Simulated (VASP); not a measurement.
A VASP calculation is set up with these files.

### POSCAR
```
Ni3Al
1
    3.5700000000     0.0000000000     0.0000000000
    0.0000000000     3.5700000000     0.0000000000
    0.0000000000     0.0000000000     3.5700000000
Al Ni
1 3
Direct
  0.0000000000   0.0000000000   0.0000000000
  0.0000000000   0.5000000000   0.5000000000
  0.5000000000   0.0000000000   0.5000000000
  0.5000000000   0.5000000000   0.0000000000
```

**KPOINTS**
```
Automatic mesh
0
Gamma
7 7 7
0 0 0
```

### INCAR
```
SYSTEM = Ni3Al
PREC = Accurate
ENCUT = 400
EDIFF = 1E-6
NELM = 100
ALGO = Normal
LREAL = .FALSE.
LASPH = .TRUE.
ISMEAR = 1
SIGMA = 0.1
GGA = PE
LMAXMIX = 4
ISPIN = 2
MAGMOM = 0.0 0.5 0.5 0.5
LORBIT = 10
LWAVE = .FALSE.
LCHARG = .FALSE.
ISIF = 2
```

POTCAR, in this order: Al Ni (PBE.64 set). Program: vasp_gam.

The resulting files:

standard output:
```
 POSCAR found type information on POSCAR AlNi
 POSCAR found :  2 types and       4 ions
 Reading from existing POTCAR
 Reading from existing POTCAR
 LDA part: xc-table for (Slater+PW92), standard interpolation

 -----------------------------------------------------------------------------
|                                                                             |
|     EEEEEEE  RRRRRR   RRRRRR   OOOOOOO  RRRRRR      ###     ###     ###     |
|     E        R     R  R     R  O     O  R     R     ###     ###     ###     |
|     E        R     R  R     R  O     O  R     R     ###     ###     ###     |
|     EEEEE    RRRRRR   RRRRRR   O     O  RRRRRR       #       #       #      |
|     E        R   R    R   R    O     O  R   R                               |
|     E        R    R   R    R   O     O  R    R      ###     ###     ###     |
|     EEEEEEE  R     R  R     R  OOOOOOO  R     R     ###     ###     ###     |
|                                                                             |
|     You are using the Gamma-point-only version with more than one           |
|     k-point or some other non-Gamma k-point.                                |
|                                                                             |
|       ---->  I REFUSE TO CONTINUE WITH THIS SICK JOB ... BYE!!! <----       |
|                                                                             |
 -----------------------------------------------------------------------------
```

Read the log: what went wrong, and how is it fixed?

The cause: the Γ-only program was given a k-mesh. VASP stops with an error: You are using the Gamma-point-only version with more than one k-point or some other non-Gamma k-point. ----> I REFUSE TO CONTINUE WITH THIS SICK JOB ... BYE!!! <---- To mend it, run vasp_std.

The mended run (PBE GGA, plane waves, VASP's PBE PAW potentials (set 64)) converges, and its OSZICAR ends with
```
   1 F= -.21900457E+02 E0= -.21900469E+02  d E =0.364231E-04  mag=     0.7876
```

The compound is Ni3Al in the L1_2 structure. The cell was not relaxed at this level.
